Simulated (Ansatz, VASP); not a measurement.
Two plane-wave programs on TaSiO4

```
Ta Si O
1.0
     4.64178    0.00000    0.00000
     0.00000    4.64178    0.00000
     0.00000    0.00000    3.03560
Ta Si O
1 1 4
Direct
  0.00000 0.00000 0.50000
  0.50000 0.50000 0.00000
  0.63063 0.00000 0.50000
  0.36937 0.00000 0.50000
  0.00000 0.63063 0.50000
  0.00000 0.36937 0.50000
```

Alike in both runs: task relaxation of cell and atoms; functional PBE; k mesh 4 × 4 × 6; occupations gaussian, width 0.1 eV; no spin polarisation.

|  | VASP | Ansatz |
| --- | --- | --- |
| version | VASP 6.6.1 | Ansatz 0.2.0 |
| potentials or method | VASP PAW PBE potentials, release 64 (Ta_pv, Si, O) | scalar-relativistic, plane waves, PAW |
| plane-wave cutoff (eV) | 600 | 420 |
| valence electrons in the cell | 39 | 41 |

VASP gave:

| Quantity | Value |
| --- | --- |
| gap on the k mesh at the Fermi level, each at its own relaxed structure (eV) | none |
| relaxed volume (Å³/atom) | 14.77 |
| relaxed cell length with the largest relative difference (Å) | 3.016 |
| energy change over the relaxation (meV/atom) | -1072 |

Task: Which values does Ansatz return?

Result: gap on the k mesh at the Fermi level, each at its own relaxed structure (eV): none; relaxed volume (Å³/atom): 14.84; relaxed cell length with the largest relative difference (Å): 3.025; energy change over the relaxation (meV/atom): -1037.

A gap of «none» marks a metal or a gap that the smearing closes. The two sets of potentials don't hold the same shells in valence.

Caveats: the standard files for N, O and F lose accuracy on very short bonds; the volume moved by over 15 % at a fixed basis, so the end points are rough (VASP); an odd number of electrons without spin polarisation forces a metal; a magnetic or distorted state may lie lower. The runs have no spin-orbit coupling, so splittings on Ta are missing.
